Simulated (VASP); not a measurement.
Energy against volume of WSi$_{2}$ (MoSi2 type). Calculation: LDA (Ceperley-Alder, Perdew-Zunger), VASP's LDA PAW potentials (set 64) (plane waves; VASP 6.6.1). Numerical set-up: 520 eV cut-off, 13×13×13 Γ-centred mesh, first-order Methfessel-Paxton smearing of 0.10 eV, potentials Si W_sv.

Shape and ions are relaxed at each volume.

```tsv
V (Å³/atom)	E (eV/atom)
12.390	-9.07871
12.785	-9.10918
13.181	-9.11888
13.576	-9.11088
```

Problem. Fit these four points and predict the energy of the run at 13.972 Å³/atom.

Solution. A cubic in V^(−2/3), the third-order Birch-Murnaghan form, passes through the four points with V0 = 13.19 Å³/atom and B0 = 238 GPa, and gives -9.0878 eV/atom there. The run gave -9.0878 eV/atom, -0.0 meV/atom from the fit; all five points give B0 = 238 GPa.

The compound is WSi2 in the MoSi2 type structure. It was relaxed first.
